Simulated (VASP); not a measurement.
A run of VASP 6.6.1 is set up as follows.

INCAR

```
SYSTEM = SnGeTe3
PREC = Normal
ENCUT = 520
EDIFF = 1E-4
ISMEAR = 0
SIGMA = 0.15
LREAL = .False.
LASPH = .True.
NELM = 60
ALGO = Fast
ISIF = 3
LWAVE = .False.
LCHARG = .False.
GGA = PE
IBRION = 2
NSW = 24
EDIFFG = -0.08
```

Contents of KPOINTS:

```
regular mesh
0
Gamma
  3 3 3
  0 0 0
```

Contents of POSCAR:

```
SnGeTe3
1.0
    5.7040947100      0.0000000000      0.0000000000
   -2.8520473500      4.9398909200      0.0000000000
    0.0000000000      0.0000000000      6.1010478400
Sn Ge Te
1 1 3
Direct
    0.0000000000      0.0000000000      0.5000000000
    0.0000000000      0.0000000000      0.0000000000
    0.4548380500      0.0000000000      0.0000000000
    0.0000000000      0.4548380500      0.0000000000
    0.5451619500      0.5451619500      0.0000000000
```

Potentials or basis: VASP PAW PBE potentials, release 64 (Sn_d, Ge_d, Te).

The run is started by

```sh
$ cat potpaw_PBE.64/Sn_d/POTCAR potpaw_PBE.64/Ge_d/POTCAR potpaw_PBE.64/Te/POTCAR > POTCAR
$ mpirun -np 1 vasp_std > vasp.out
```

**Question.** Predict the relaxed cell.

**Answer.** a = 6.420 Å, b = 6.420 Å, c = 5.598 Å, α = 90.00°, β = 90.00°, γ = 120.00°.

**Question.** Predict the band gap on the k mesh.

**Answer.** None (metal or under the smearing width).

Final structure:
```cif
data_structure
_symmetry_space_group_name_H-M 'P 1'
_symmetry_Int_Tables_number 1
_cell_length_a 6.4202
_cell_length_b 6.4202
_cell_length_c 5.5981
_cell_angle_alpha 90.000
_cell_angle_beta 90.000
_cell_angle_gamma 120.000
_cell_volume 199.83
loop_
_atom_site_label
_atom_site_type_symbol
_atom_site_fract_x
_atom_site_fract_y
_atom_site_fract_z
_atom_site_occupancy
Sn1 Sn 0.00000 0.00000 0.50000 1
Ge1 Ge 0.00000 0.00000 0.00000 1
Te1 Te 0.42765 0.00000 0.00000 1
Te2 Te 0.00000 0.42765 0.00000 1
Te3 Te 0.57235 0.57235 0.00000 1
```

Caveat: the k mesh is coarse (spacing up to 0.42 Å⁻¹), so the values aren't converged. The run has no spin-orbit coupling, so splittings on Te are missing.
